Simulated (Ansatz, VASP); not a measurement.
# BN in two plane-wave programs, part 3 of 3

Wanted: the spread between two codes on one cell, functional and k mesh. The cell is taken from a series of runs on this material, whose earlier steps may have relaxed, scaled, displaced or heated it; both programs get it as it stands.

VASP 6.6.1 and Ansatz 0.2.0.

So far: Starting point; Ansatz: zone-centre phonons, LDA, pair 1; VASP: zone-centre phonons, LDA, pair 1; Differences.

## Step 5: VASP: zone-centre phonons, LDA, pair 2

Level of this step: LDA; plane waves and PAW (B, N) (VASP).

Second derivatives magnify differences that forces hide, and they need a tight electronic threshold. The cell compared in this pair holds 12.16 Å³, against 11.93 Å³ for the pair before.

Input file INCAR:

```
SYSTEM = BN
PREC = Accurate
ENCUT = 600
EDIFF = 1E-08
NELM = 120
ISMEAR = 0
SIGMA = 0.01
LREAL = .FALSE.
ALGO = Normal
GGA = PW92
NBANDS = 10
LORBIT = 11
LWAVE = .FALSE.
LCHARG = .FALSE.
ISIF = 2
IBRION = 8
LEPSILON = .TRUE.
LASPH = .TRUE.
GGA_COMPAT = .FALSE.
EFERMI = MIDGAP
KPAR = 2
```

Input file POSCAR:

```
BN
1.0
    0.0000000000      1.8250308013      1.8250308013
    1.8250308013      0.0000000000      1.8250308013
    1.8250308013      1.8250308013      0.0000000000
B N
1 1
Direct
    0.0000000000      0.0000000000      0.0000000000
    0.2500000000      0.2500000000      0.2500000000
```

Input file KPOINTS:

```
Automatic mesh
0
Gamma
12 12 12
0 0 0
```

Potentials, in the order of the species: B and N (LDA family, release 64).

Run with:

```console
$ mpirun -np 2 vasp_std
```

Numbers of over 12 decimals in the logs are rounded to 6 here.

Log:

```text
[banner, memory and clock lines left out]
running    2 mpi-ranks, on    1 nodes
[...]
[... a notice as in an earlier step ...]

 LDA part: xc-table for (Slater(with rela. corr.)+PW92), standard interpolation
 POSCAR, INCAR and KPOINTS ok, starting setup
[...]
entering main loop
       N       E                     dE             d eps       ncg     rms          rms(c)
DAV:   1     0.112511077593E+02    0.11251E+02   -0.54884E+03  1472   0.877E+02
DAV:   2    -0.199936722496E+02   -0.31245E+02   -0.30543E+02  1802   0.168E+02
DAV:   3    -0.204767332053E+02   -0.48306E+00   -0.48227E+00  1704   0.187E+01
DAV:   4    -0.204773896024E+02   -0.65640E-03   -0.65638E-03  1572   0.807E-01
[...]
DAV:  11    -0.193936905205E+02   -0.53162E-06   -0.21055E-06  1604   0.103E-02    0.649E-03
DAV:  12    -0.193936904387E+02    0.81847E-07   -0.59747E-07  1576   0.476E-03    0.189E-04
DAV:  13    -0.193936904394E+02   -0.71645E-09   -0.88437E-09   914   0.963E-04
   1 F= -.19393690E+02 E0= -.19393690E+02  d E =0.000000E+00
[...]
RMM:  10    -0.356538481848E-01   -0.10370E-08    0.52837E-08  6223   0.145E-06    0.316E-07
 first order change of Fermi-energy   0.16645E+01
 force on displaced ion       1 direction 1 : -22.256  -0.000  -0.000
 Born effective charge ion    1 direction 1 :   1.902   0.000   0.000
 Linear response progress:
  Degree of freedom:   2/  2
       N       E                     dE             d eps       ncg     rms          rms(c)
RMM:   1    -0.228462666873E+00   -0.22846E+00    0.11069E-01 11393   0.331E+00
RMM:   2    -0.223176599385E+00    0.52861E-02   -0.19776E-03  8619   0.444E-01    0.217E-01
RMM:   3    -0.224165437852E+00   -0.98884E-03   -0.32632E-04  8342   0.149E-01    0.118E-01
RMM:   4    -0.226093538347E+00   -0.19281E-02   -0.31803E-04  8094   0.145E-01    0.223E-02
[...]
RMM:   8    -0.226141641302E+00    0.19913E-06   -0.44131E-08  9466   0.203E-05    0.193E-05
RMM:   9    -0.226141590746E+00    0.50557E-07   -0.49304E-08  9660   0.166E-05    0.103E-06
RMM:  10    -0.226141591451E+00   -0.70486E-09   -0.44180E-08  7463   0.258E-06    0.420E-07
 first order change of Fermi-energy  -0.16642E+01
 force on displaced ion       2 direction 1 : -22.260  -0.000  -0.000
 Born effective charge ion    2 direction 1 :  -1.901   0.000   0.000
 Born effective charges drift removed
 Linear response finished
```

Parts of OUTCAR (step 5):

```text
  Total       -1.5823367     -1.5823367     -1.5823367      0.0000000      0.0000000      0.0000000
  in kB     -208.5301663   -208.5301663   -208.5301663      0.0000000      0.0000000      0.0000000
  external PRESSURE =    -208.5301663 kB  Pullay stress =       0.0000000 kB

 POSITION                                       TOTAL-FORCE (eV/Angst)
 -----------------------------------------------------------------------------------
      0.00000      0.00000      0.00000        -0.000000     -0.000000     -0.000000
      0.91252      0.91252      0.91252         0.000000      0.000000      0.000000
 -----------------------------------------------------------------------------------
    total drift:                               -0.000000     -0.000000     -0.000000

 MACROSCOPIC STATIC DIELECTRIC TENSOR (including local field effects in DFT)
 ------------------------------------------------------
           4.617240    -0.000000     0.000000
          -0.000000     4.617240     0.000000
           0.000000    -0.000000     4.617240
 ------------------------------------------------------

 MACROSCOPIC STATIC DIELECTRIC TENSOR IONIC CONTRIBUTION
 ------------------------------------------------------
           2.416941    -0.000000    -0.000000
          -0.000000     2.416941     0.000000
          -0.000000     0.000000     2.416941
 ------------------------------------------------------

[... 1 part as in an earlier step ...]

[... 1 further part left out ...]
```

## Step 6: Ansatz: zone-centre phonons, LDA, pair 2

The same cell, functional (in two slightly different forms) and mesh now go to Ansatz, which takes its cutoff from its data sets.

The cell is taken from a series of runs on this material, whose earlier steps may have relaxed, scaled, displaced or heated it; both programs get it as it stands.

Input file input.yaml:

```yaml
crystal:
  lattice:
    - [0.0, 1.8250308013, 1.8250308013]
    - [1.8250308013, 0.0, 1.8250308013]
    - [1.8250308013, 1.8250308013, 0.0]
  atoms:
    - { symbol: B, position: [0.0, 0.0, 0.0] }
    - { symbol: "N", position: [0.25, 0.25, 0.25] }
kpoints:
  mp_grid: { grid: [12, 12, 12] }
hamiltonian:
  xc: lda
  pseudopotentials: { kind: paw, azcp: { folder: soft_1 }, xc_functional: pbe }
scf:
  occupations: { method: fixed }
output:
  eigenvalues: true
phonons:
  method: dfpt
  dielectric: true
  rigid_motions: translations
```

Run with:

```console
$ ansatz run input.yaml --threads 4 --pin off --max-ram 10240MiB --backend cpu --events-out ev --progress --plain --runs-dir out
```

Log:

```text
[...]
Crystal: 2 atoms, lattice volume = 12.157 Å³
Basis set: ecut = 420 eV, 259 PW (Γ), exchange–correlation on 36×36×36 points (8 copies of the dense FFT grid, shifted against one another)
Bands: 8, of which v1, the nominal top of the filled ones, is band 4 counted from 1 (3 counted from 0)
Symmetry: 24 space group operations
k-points: 280 of 1728 (irreducible under 4 space group operations, time reversal used)
[...]
optical modes at Γ + LO–TO along q̂ = [1.0000, 0.0000, 0.0000]:
      ω (cm⁻¹)  modes    IR ((D/Å)²/amu)
[...]
optical modes at Γ + LO–TO along q̂ = [0.0000, 1.0000, 0.0000]:
      ω (cm⁻¹)  modes    IR ((D/Å)²/amu)
        991.66      2            27.4469
       1226.44      1            13.7234
  optical modes at Γ + LO–TO along q̂ = [0.0000, 0.0000, 1.0000]:
      ω (cm⁻¹)  modes    IR ((D/Å)²/amu)
        991.66      2            27.4469
       1226.44      1            13.7234
[key lines of the parts left out:]
SCF converged after 8 iterations
Free energy (F): -526.423952 eV
Fermi energy:    10.453453 eV
```

## Step 7: Side by side

The two programs side by side:

| quantity | Ansatz | VASP | difference |
| --- | --- | --- | --- |
| ε∞ xx | 4.62 | 4.62 | +0.13 % |
| ε∞ yy | 4.62 | 4.62 | +0.13 % |
| ε∞ zz | 4.62 | 4.62 | +0.13 % |
| Born charge of B1 (mean of the diagonal) (e) | 1.91 | 1.90 | 0.00 |
| Born charge of N2 (mean of the diagonal) (e) | -1.91 | -1.90 | 0.00 |
| optical mode 1 to 3 (cm⁻¹) | 991.7 | 996.1 | -0.44 % |

Modes are paired by rising frequency, not by their patterns, so a pair may set unlike modes beside each other; they are those without the splitting of longitudinal modes.

## Step 8: Results

| Item | Value |
| --- | --- |
| r.m.s. difference of the optical zone-centre modes, each program's sorted by frequency (zone-centre phonons, LDA, pair 1) | 4.4 cm⁻¹ |
| r.m.s. difference of the optical zone-centre modes, each program's sorted by frequency (zone-centre phonons, LDA, pair 2) | 4.4 cm⁻¹ |

What this shows: The r.m.s. difference of the optical zone-centre modes, each program's sorted by frequency is 4.4 cm⁻¹ (zone-centre phonons, LDA, pair 1). How closely two codes agree says nothing of how well the functional describes the real material.

[Lines on the potential files, build, host, timing and source positions are cut from VASP's logs without a mark.]

[Logs are printed without paths, hosts, clocks, repeated set-up lines and the standing remarks that a program may print on its own settings, such as how far it seeks lower states.]

[Hosts, paths, dates, database ids (printed as entryN), source tags and the programs' standing remarks are cut or masked in the printed files.]
